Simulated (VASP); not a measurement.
Computed with PBE0 hybrid, VASP's PBE PAW potentials (set 64) (plane waves; VASP 6.6.1).

VASP ran on this input.

**KPOINTS**
```
kpoints
0
gamma
  6 6 6
0 0 0
```

### INCAR
```
# general
SYSTEM  =CsCl
PREC    =Accurate
ENCUT   =270
LREAL   =.False.   # projection in real space or not
LASPH   =.True.
ISYM    =3

# electronic loop
EDIFF   =1E-6   # SCF stop (eV)
NELM    =100   # most electronic steps
ALGO    =Normal   # blocked Davidson
LMAXMIX =4   # l cut-off of mixed one-centre charges

# smearing
ISMEAR  =0   # Gaussian
SIGMA   =0.02

# functional
GGA     =PE   # PBE
LHFCALC =.True.
AEXX    =0.25
HFRCUT  =-1
PRECFOCK=Fast

# ions
ISIF    =2

# output
LWAVE   =.False.
LCHARG  =.False.
```

File POSCAR:
```
CsCl
1
    4.1780930000     0.0000000000     0.0000000000
    0.0000000000     4.1780930000     0.0000000000
    0.0000000000     0.0000000000     4.1780930000
Cs Cl
1 1
Direct
  0.0000000000   0.0000000000   0.0000000000
  0.5000000000   0.5000000000   0.5000000000
```

POTCAR, in this order: Cs_sv Cl (PBE.64 set). Program: vasp_std.

Unless said otherwise, spin-orbit coupling is left out, though it shifts the bands of the heavy elements here.

### Question
Predict the energy per atom (σ→0), band gap (on the k-mesh).

### Answer

| Item | Value |
|---|---|
| energy per atom (σ→0) | -4070 meV/atom |
| band gap (on the k-mesh) | 7.11 eV |

File OSZICAR:
```
...
DAV:  14    -0.813973511745E+01   -0.14159E-04   -0.36794E-05   584   0.491E-02    0.373E-02
DAV:  15    -0.813974737865E+01   -0.12261E-04   -0.15245E-05   572   0.321E-02    0.251E-02
DAV:  16    -0.813975522901E+01   -0.78504E-05   -0.63699E-06   576   0.213E-02    0.172E-02
DAV:  17    -0.813975975122E+01   -0.45222E-05   -0.27544E-06   560   0.142E-02    0.120E-02
DAV:  18    -0.813976222427E+01   -0.24731E-05   -0.11385E-06   416   0.951E-03    0.823E-03
DAV:  19    -0.813976352625E+01   -0.13020E-05   -0.65586E-07   372   0.697E-03    0.583E-03
DAV:  20    -0.813976423424E+01   -0.70799E-06   -0.27723E-07   336   0.434E-03
   1 F= -.81397642E+01 E0= -.81397642E+01  d E =-.221144E-36
```

The structure comes from a computed database's CsCl entry; how it stands against other phases isn't given here. The cell was not relaxed at this level. The run is one of a series of settings (ENCUT = 270 against the base run), some of them coarse on purpose.
